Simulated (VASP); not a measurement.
Input:

```
CELL_PARAMETERS angstrom
      0.00000     1.90000     1.90000
      1.90000     0.00000     1.90000
      1.90000     1.90000     0.00000
ATOMIC_POSITIONS crystal
  Rh 0.00000 0.00000 0.00000
```

All values below come from PBE GGA, VASP's PBE PAW potentials (set 64) (plane waves; VASP). Numerical set-up: 480 eV cut-off, 15×15×15 Γ-centred mesh, first-order Methfessel-Paxton smearing of 0.10 eV, potentials Rh.

Task: The ions, cell shape and volume are relaxed. Give the cell that the relaxation ends in.

Result: 
```
CELL_PARAMETERS angstrom
      0.00000     1.91189     1.91189
      1.91189     0.00000     1.91189
      1.91189     1.91189     0.00000
ATOMIC_POSITIONS crystal
  Rh 0.00000 0.00000 0.00000
```
Space group Fm-3m (225), at a tolerance of 0.03 Å.

Task: How do energy and volume change from the first to the last step?

Result: The energy (σ→0) changes by -3.9 meV/atom and the volume by +1.9 %, in 3 ionic steps.

```tsv
step	E(σ→0) (eV)	max force (eV/Å)	pressure (GPa)	volume (Å³)
1	-7.2722	0.000	5.00	13.72
2	-7.2563	0.000	-9.88	14.59
3	-7.2761	0.000	-0.05	13.98
```

The compound is Rh in the fcc structure. This run relaxes it. Symmetry was kept, so distortions that lower it aren't found.
